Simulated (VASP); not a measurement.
```
CELL_PARAMETERS angstrom
      0.00000     2.59865     2.59865
      2.59865     0.00000     2.59865
      2.59865     2.59865     0.00000
ATOMIC_POSITIONS crystal
  Mg 0.00000 0.00000 0.00000
  S  0.50000 0.50000 0.50000
```

Method: optB86b-vdW, VASP's PBE PAW potentials (set 64) (plane waves; VASP 6.6.1). Settings: 520 eV cut-off, 9×9×9 Γ-centred mesh, Gaussian smearing of 0.050 eV, potentials Mg S.

Problem. Give the energy at these volumes per atom, relative to the lowest: 16.48, 17.00, 17.53, 18.06, 18.58 Å³.

Solution. 17.7, 4.3, 0.0, 3.4, 13.4 meV/atom. A third-order Birch-Murnaghan fit gives B0 = 77.9 GPa and B0′ = 4.1.

Measured: bulk modulus 81.0 GPa at 0 K (computed value off by -3.8 %), a 5.188 Å at 0 K (computed value off by +0.2 %), as given by Tamar Goldzak et al., The Journal of Chemical Physics (2022), arXiv:2208.04865 [corrected for zero-point motion].

The compound is MgS in the rock salt structure. It was relaxed first.
